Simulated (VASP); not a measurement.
VASP input:

### INCAR
```
SYSTEM = ErGe2
PREC = Accurate
ENCUT = 400
EDIFF = 1E-6
NELM = 100
ALGO = Normal
LREAL = .FALSE.
LASPH = .TRUE.
ISMEAR = 1
SIGMA = 0.1
GGA = PE
LMAXMIX = 6
LWAVE = .FALSE.
LCHARG = .FALSE.
ISIF = 2
ICHARG = 11
```

### POSCAR
```
ErGe2
1
    4.4399800000     0.0000000000     0.0000000000
   -2.2199900000     3.8451350000     0.0000000000
    0.0000000000     0.0000000000     4.8074410000
Er Ge
1 2
Direct
  0.0000000000   0.0000000000   0.0000000000
  0.3333330000   0.6666670000   0.5000000000
  0.6666670000   0.3333330000   0.5000000000
```

**KPOINTS**
```
Automatic mesh
0
Gamma
6 6 5
0 0 0
```

POTCAR, in this order: Er_3 Ge_d (PBE.64 set). Program: vasp_std.

Output of the run:

### standard output
```
 POSCAR found type information on POSCAR ErGe
 POSCAR found :  2 types and       3 ions
 Reading from existing POTCAR
 Reading from existing POTCAR
 LDA part: xc-table for (Slater+PW92), standard interpolation
 WARNING: stress and forces are not correct
 POSCAR, INCAR and KPOINTS ok, starting setup
 WAVECAR not read
 WARNING: CHGCAR is incomplete

 -----------------------------------------------------------------------------
|                                                                             |
|     EEEEEEE  RRRRRR   RRRRRR   OOOOOOO  RRRRRR      ###     ###     ###     |
|     E        R     R  R     R  O     O  R     R     ###     ###     ###     |
|     E        R     R  R     R  O     O  R     R     ###     ###     ###     |
|     EEEEE    RRRRRR   RRRRRR   O     O  RRRRRR       #       #       #      |
|     E        R   R    R   R    O     O  R   R                               |
|     E        R    R   R    R   O     O  R    R      ###     ###     ###     |
|     EEEEEEE  R     R  R     R  OOOOOOO  R     R     ###     ###     ###     |
|                                                                             |
|     ICHARG>10                                                               |
|                                                                             |
|       ---->  I REFUSE TO CONTINUE WITH THIS SICK JOB ... BYE!!! <----       |
|                                                                             |
 -----------------------------------------------------------------------------
```

Question: Read the log: what went wrong, and how is it fixed?

Answer: The cause: ICHARG = 11 asks for a fixed density, but there is no CHGCAR. VASP stops with an error: ERROR: charge density could not be read from file CHGCAR for ICHARG>10 ----> I REFUSE TO CONTINUE WITH THIS SICK JOB ... BYE!!! <---- To mend it, run self-consistently first and keep its CHGCAR, or remove ICHARG. The plain static run on this cell (PBE GGA, plane waves, VASP's PBE PAW potentials (set 64)) converges, and its OSZICAR ends with
```
   1 F= -.13792923E+02 E0= -.13792084E+02  d E =-.251760E-02
```

The structure was generated: ErGe2 was put into the AlB2 type (P6/mmm), which need not be its known phase. The cell was not relaxed at this level. The electron count is odd and the run is not spin-polarised, which forces a metal. The 4f electrons are frozen in the core of the lanthanide potential, so 4f levels, which can set the real gap, and their magnetism are missing.
